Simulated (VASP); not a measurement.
# Initial- and final-state core-level shifts of HRh10O, part 3 of 3

Which atoms of HRh10O bind their core electrons more tightly, and does the hole change the order?

VASP 6.6.1, plane waves and PAW; the level of theory is named at each step.

So far. Step 2 (Relaxation): The forces on the free atoms are under 0.05 eV/Å, while the fixed ones keep up to 1.1 eV/Å. Step 4 (Core hole, atom Rh3): This is the reference for holes on Rh.

## 5. Core hole, atom Rh4

Level of this step: final-state core hole with the electron kept at the Fermi level, PBEsol, no spin polarisation; plane waves and PAW (Rh_pv, H, O, Rh_pv) (VASP).

The same hole on the next atom.

INCAR reads:

```
SYSTEM = HRh10O
PREC = Normal
ENCUT = 400
EDIFF = 1E-05
NELM = 120
ISMEAR = 0
SIGMA = 0.1
LREAL = Auto
ALGO = Fast
GGA = PS
NBANDS = 97
LASPH = .TRUE.
LWAVE = .FALSE.
LCHARG = .FALSE.
KPAR = 2
NCORE = 4
ICORELEVEL = 2
CLNT = 1
CLN = 3
CLL = 2
CLZ = 1
ISIF = 0
```

POSCAR reads:

```
HRh10O
1.0
    5.4164379439      0.0000000000      0.0000000000
    0.0000000000      2.7082189719      0.0000000000
    0.0000000000      0.0000000000     24.6100000000
Rh H O Rh
1 1 1 9
Direct
    0.5028831914      0.0000000000      0.6112434303
    0.3311342956      0.5000000000      0.7015580673
    0.2951971867      0.5000000000      0.6624620738
    0.9933460163      0.0000000000      0.6091368893
    0.2451617717      0.5000000000      0.5346503789
    0.7438962022      0.5000000000      0.5389580727
    0.0000000000      0.0000000000      0.4603819590
    0.5000000000      0.0000000000      0.4603819590
    0.2500000000      0.5000000000      0.3825680620
    0.7500000000      0.5000000000      0.3825680620
    0.0000000000      0.0000000000      0.3047541650
    0.5000000000      0.0000000000      0.3047541650
```

KPOINTS reads:

```
Automatic mesh
0
Gamma
4 7 1
0 0 0
```

PAW data sets: Rh_pv, H, O and Rh_pv (PBE family, release 64).

Command:

```bash
$ mpirun -np 8 vasp_std
```

Log:

```text
[... set-up lines as in an earlier step ...]
 entering main loop
       N       E                     dE             d eps       ncg     rms          rms(c)
DAV:   1     0.119619482490E+04    0.11962E+04   -0.91698E+04  2968   0.133E+03
DAV:   2    -0.340374367194E+03   -0.15366E+04   -0.14819E+04  2551   0.439E+02
DAV:   3    -0.393130336789E+03   -0.52756E+02   -0.50824E+02  2558   0.843E+01
DAV:   4    -0.394303855998E+03   -0.11735E+01   -0.11690E+01  2566   0.119E+01
[...]
RMM:  49    -0.379379370906E+03   -0.28246E-04   -0.27351E-06  1372   0.457E-03    0.279E-02
RMM:  50    -0.379379384639E+03   -0.13733E-04   -0.55199E-06  1388   0.589E-03    0.907E-03
RMM:  51    -0.379379394312E+03   -0.96737E-05   -0.37806E-06  1288   0.441E-03
   1 F= -.37937939E+03 E0= -.37933799E+03  d E =-.828113E-01
```

The job ended after 2 min (8 MPI ranks of Intel Xeon Platinum 8488C (Sapphire Rapids), shared host; peak memory 1.6 GiB).

Parts of OUTCAR (step 5):

```text
 POSITION                                       TOTAL-FORCE (eV/Angst)
 -----------------------------------------------------------------------------------
      2.72384      0.00000     15.04270         0.402258      0.000000      0.296418
      1.79357      1.35411     17.26534        -0.117298      0.000000      0.022579
      1.59892      1.35411     16.30319        -0.783909      0.000000      0.415019
      5.38040      0.00000     14.99086         0.487543      0.000000      0.102104
      1.32790      1.35411     13.15775        -0.287396      0.000000     -0.539238
      4.02927      1.35411     13.26376         0.529393      0.000000     -0.467639
      0.00000      0.00000     11.33000        -0.177665      0.000000     -0.452524
      2.70822      0.00000     11.33000        -0.069002      0.000000     -0.245601
      1.35411      1.35411      9.41500        -0.043978      0.000000     -0.679526
      4.06233      1.35411      9.41500         0.081723      0.000000     -0.527242
      0.00000      0.00000      7.50000         0.023561      0.000000      1.057292
      2.70822      0.00000      7.50000        -0.045231      0.000000      1.018358
 -----------------------------------------------------------------------------------
    total drift:                                0.002225     -0.000000     -0.002907

  FREE ENERGIE OF THE ION-ELECTRON SYSTEM (eV)
  ---------------------------------------------------
  free  energy   TOTEN  =      -379.3793943124 eV

  energy  without entropy=     -379.2965830154  energy(sigma->0) =     -379.33798866

[... 2 parts as in an earlier step ...]

[... 1 further part left out ...]
[key lines of the parts left out:]
E-fermi :   1.9473
```

Against the hole on Rh3 the energy differs by +0.40 eV.

## 6. Core hole, atom Rh7

The same hole on the next atom.

INCAR is that of step 5.

POSCAR, as its differences from that of step 5:

```diff
@@ -8,3 +8,3 @@
 Direct
-    0.5028831914      0.0000000000      0.6112434303
+    0.0000000000      0.0000000000      0.4603819590
     0.3311342956      0.5000000000      0.7015580673
@@ -12,5 +12,5 @@
     0.9933460163      0.0000000000      0.6091368893
+    0.5028831914      0.0000000000      0.6112434303
     0.2451617717      0.5000000000      0.5346503789
     0.7438962022      0.5000000000      0.5389580727
-    0.0000000000      0.0000000000      0.4603819590
     0.5000000000      0.0000000000      0.4603819590
```

KPOINTS is that of step 5.

Command:

```bash
$ mpirun -np 8 vasp_std
```

Log:

```text
[... set-up lines as in an earlier step ...]
 entering main loop
       N       E                     dE             d eps       ncg     rms          rms(c)
DAV:   1     0.119817615820E+04    0.11982E+04   -0.91670E+04  2968   0.133E+03
DAV:   2    -0.339763380530E+03   -0.15379E+04   -0.14838E+04  2560   0.440E+02
DAV:   3    -0.392414164402E+03   -0.52651E+02   -0.50583E+02  2551   0.841E+01
DAV:   4    -0.393585746286E+03   -0.11716E+01   -0.11680E+01  2550   0.118E+01
[...]
RMM:  40    -0.379127236576E+03   -0.47875E-04   -0.76130E-06  1473   0.674E-03    0.305E-02
RMM:  41    -0.379127248042E+03   -0.11466E-04   -0.11037E-05  1502   0.930E-03    0.920E-03
RMM:  42    -0.379127252482E+03   -0.44401E-05   -0.12442E-06   984   0.298E-03
   1 F= -.37912725E+03 E0= -.37908100E+03  d E =-.924991E-01
```

Wall time 1.8 min (8 MPI ranks); peak memory 1.6 GiB; 14 min of CPU time.

Parts of OUTCAR (step 6):

```text
 POSITION                                       TOTAL-FORCE (eV/Angst)
 -----------------------------------------------------------------------------------
      0.00000      0.00000     11.33000        -0.212836      0.000000     -0.426490
      1.79357      1.35411     17.26534         0.024615      0.000000      0.021943
      1.59892      1.35411     16.30319         0.006973      0.000000     -0.005101
      5.38040      0.00000     14.99086         0.020824      0.000000      0.028388
      2.72384      0.00000     15.04270         0.101532      0.000000     -0.174895
      1.32790      1.35411     13.15775         0.363266      0.000000      0.427395
      4.02927      1.35411     13.26376        -0.351446      0.000000      0.368834
      2.70822      0.00000     11.33000        -0.019387      0.000000     -0.332359
      1.35411      1.35411      9.41500         0.280754      0.000000     -1.206113
      4.06233      1.35411      9.41500        -0.215105      0.000000     -0.976098
      0.00000      0.00000      7.50000         0.016284      0.000000      1.054870
      2.70822      0.00000      7.50000        -0.015474      0.000000      1.219626
 -----------------------------------------------------------------------------------
    total drift:                                0.005404     -0.000000      0.002561

  FREE ENERGIE OF THE ION-ELECTRON SYSTEM (eV)
  ---------------------------------------------------
  free  energy   TOTEN  =      -379.1272524820 eV

  energy  without entropy=     -379.0347534121  energy(sigma->0) =     -379.08100295

[... 2 parts as in an earlier step ...]

[... 1 further part left out ...]
[key lines of the parts left out:]
E-fermi :   2.0477
```

Against the hole on Rh3 the energy differs by +0.65 eV.

## 7. Summary

This step: core-level shifts, PBEsol; plane waves and PAW (VASP 6.6.1).

Derived from the runs above.

A positive shift is a higher binding energy. Cost is wall time times ranks on a shared host. Core-level shifts:

```tsv
atom	region	shell	Kohn-Sham level below the Fermi level (eV)	initial-state shift (eV)	final-state shift (eV)	shifts are from	cost (core minutes)
Rh3	layer 1	3d	296.8	0	0	Rh3	16.13
Rh4	layer 1	3d	297.2	0.3819	0.3974	Rh3	16
Rh7	layer 3	3d	297.4	0.5644	0.6544	Rh3	14.67
```

## 8. Results

```yaml
rh4_3d_layer_1_from_rh3: initial state +0.38 eV, final state +0.40 eV
rh7_3d_layer_3_from_rh3: initial state +0.56 eV, final state +0.65 eV
```

**Reading.** Against Rh3, Rh4 is shifted by +0.38 eV in the initial state and by +0.40 eV with the hole; against Rh3, Rh7 is shifted by +0.56 eV in the initial state and by +0.65 eV with the hole (energies extrapolated to zero smearing). Only these atoms were given a hole, so other sites aren't ranked. The difference of the two pictures holds the screening of the hole, but also the cell's limits: holes repeat 2.7 Å apart, and the electron from the core stays in the cell, where it moves the Fermi energy by -0.17 to -0.06 eV, less than the shifts themselves. Cell size, mesh and smearing weren't varied between the hole runs, and no dipole correction was applied to the slab. The other core electrons are frozen, spin-orbit splitting and multiplets are absent, and only shifts between atoms of one element are meaningful.

[Lines on the potential files, build, host, timing and source positions are cut from VASP's logs without a mark.]

[Logs are printed without paths, hosts, clocks, repeated set-up lines and the standing remarks that a program may print on its own settings, such as how far it seeks lower states.]

[Hosts, paths, dates, database ids (printed as entryN), source tags and the programs' standing remarks are cut or masked in the printed files.]
